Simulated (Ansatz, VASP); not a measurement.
Two plane-wave programs on InGe2O2

```
CELL_PARAMETERS angstrom
4.35029 0.00000 0.00000
0.00000 4.35029 0.00000
0.00000 0.00000 5.56747
ATOMIC_POSITIONS crystal
In 0.00000 0.00000 0.50000
Ge 0.00000 0.00000 0.00000
Ge 0.50000 0.50000 0.00000
O 0.50000 0.00000 0.00000
O 0.00000 0.50000 0.00000
```

Alike in both runs: functional PBE; k mesh 4 × 4 × 4; occupations gaussian, width 0.1 eV; no spin polarisation.

Ansatz relaxed the structure, and its values are those at the end. VASP's run is a single point on that final structure, the one shown.

|  | VASP | Ansatz |
| --- | --- | --- |
| version | VASP 6.6.1 | Ansatz 0.2.0 |
| potentials or method | VASP PAW PBE potentials, release 64 (In_d, Ge_d, O) | scalar-relativistic, plane waves, PAW |
| plane-wave cutoff (eV) | 520 | 420 |
| valence electrons in the cell | 53 | 53 |

Ansatz gave:

| Property | Result |
| --- | --- |
| gap on the k mesh at the Fermi level (eV) | none |
| pressure (GPa) | 0.0 |

**Question.** Which values does VASP return?

**Answer.** gap on the k mesh at the Fermi level (eV): none; pressure (GPa): 0.1.

A gap of «none» marks a metal or a gap that the smearing closes.

Caveats: the k mesh is coarse (spacing up to 0.36 Å⁻¹), so the values aren't converged; an odd number of electrons without spin polarisation forces a metal; a magnetic or distorted state may lie lower.
